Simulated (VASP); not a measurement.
Set up this calculation in VASP 6.6.1, as the native input.

```yaml
Task: relaxation of cell and atoms
Functional: PBE
Potentials_or_basis: VASP PAW PBE potentials, release 64 (Hf_pv, In_d, Si, O)
Cutoff: 520 eV
k_mesh: 8 × 8 × 4
Occupations: gaussian, width 0.1 eV
Spin: no spin polarisation
Further_INCAR_settings: ALGO = Normal; EDIFF = 1e-06; IBRION = 2; EDIFFG = -0.01; NSW = 90; ISIF = 3
```

The structure of HfIn4SiO6 lies in POSCAR:

```
HfIn4SiO6
1.0
    5.1627497900      0.0000000000      0.0000000000
   -2.5813749000      4.4710724800      0.0000000000
    0.0000000000      0.0000000000      9.7980000000
Hf In Si O
1 4 1 6
Direct
    0.0000000000      0.0000000000      0.0000000000
    0.0000000000      0.0000000000      0.6570728700
    0.0000000000      0.0000000000      0.3429271300
    0.6666666700      0.3333333300      0.7768932400
    0.6666666700      0.3333333300      0.2231067600
    0.3333333300      0.6666666700      0.0000000000
    0.3151947500      0.3685976300      0.8935497000
    0.6314023700      0.6848052500      0.1064503000
    0.6314023700      0.9465971200      0.8935497000
    0.0534028800      0.3685976300      0.1064503000
    0.0534028800      0.6848052500      0.8935497000
    0.3151947500      0.9465971200      0.1064503000
```

The cell was built by a generator and needn't be a form met in nature.

One way to write it, as run:

INCAR

```
SYSTEM = HfIn4SiO6
ALGO = Normal
EDIFF = 1E-6
EDIFFG = -0.01
ENCUT = 520
GGA = PE
IBRION = 2
ISIF = 3
ISMEAR = 0
KPAR = 8
LASPH = .TRUE.
LCHARG = .FALSE.
LREAL = .FALSE.
LWAVE = .FALSE.
NELM = 120
NSW = 90
PREC = Accurate
SIGMA = 0.1
```

KPOINTS

```
k-points
0
G
  8 8 4
  0 0 0
```

Potentials or basis: VASP PAW PBE potentials, release 64 (Hf_pv, In_d, Si, O).

Run with:

```bash
$ cat potpaw_PBE.64/Hf_pv/POTCAR potpaw_PBE.64/In_d/POTCAR potpaw_PBE.64/Si/POTCAR potpaw_PBE.64/O/POTCAR > POTCAR
$ mpirun -np 8 vasp_std > vasp.out
```

It gave:

* Relaxed volume: 19.88 Å³/atom
* Relaxed cell: a = 5.167 Å, b = 5.167 Å, c = 10.319 Å, α = 90.00°, β = 90.00°, γ = 120.00°
* Space group after relaxing (to 0.05 Å): P312 (No. 149)
* Energy gained by relaxing: 7.4 meV/atom
* Ionic steps: 16
* Pressure after relaxing: 0.0 GPa
* Largest force after relaxing: 0.004 eV/Å
* Band gap on the k mesh: none (metal or under the smearing width)

Wall time 11 min on 8 MPI ranks on Intel(R) Xeon(R) 6975P-C (Granite Rapids) (shared host), peak memory 0.72 GiB a rank.
